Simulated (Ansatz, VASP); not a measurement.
## One calculation of AlInSb2, two programs

```
CELL_PARAMETERS angstrom
4.50617 0.00000 0.00000
0.00000 4.50617 0.00000
0.00000 0.00000 6.34882
ATOMIC_POSITIONS crystal
Al 0.00000 0.00000 0.00000
In 0.50000 0.50000 0.50000
Sb 0.00000 0.50000 0.23337
Sb 0.50000 0.00000 0.76663
```

The cell comes from a database or a generator and needn't be the stable form of this composition.

Alike in both runs: task single point; functional LDA; k mesh 4 × 4 × 4; occupations gaussian, width 0.1 eV; no spin polarisation.

|  | VASP | Ansatz |
| --- | --- | --- |
| version | VASP 6.6.1 | Ansatz 0.2.0 |
| potentials or method | VASP PAW LDA potentials, release 64 (Al, In_d, Sb) | scalar-relativistic, plane waves, PAW |
| plane-wave cutoff (eV) | 520 | 420 |
| valence electrons in the cell | 26 | 46 |

```tsv
	VASP	Ansatz	Ansatz less VASP
gap on the k mesh at the Fermi level (eV)	0.30	0.25	-0.048
least direct gap on the mesh (eV)	0.30	0.25	-0.048
pressure (GPa)	-1.8	-2.0	-0.17
largest component of the traceless stress (GPa)	0.37	0.36	-0.007
rms of the force components (eV/Å)	0.021	0.014	-0.0069
```

Atom by atom the forces differ by 0.007 eV/Å (rms over components). The two sets of potentials don't hold the same shells in valence.

Caveats: spin-orbit coupling is left out, which moves the levels of the heavy elements. A k mesh can miss the band edges.
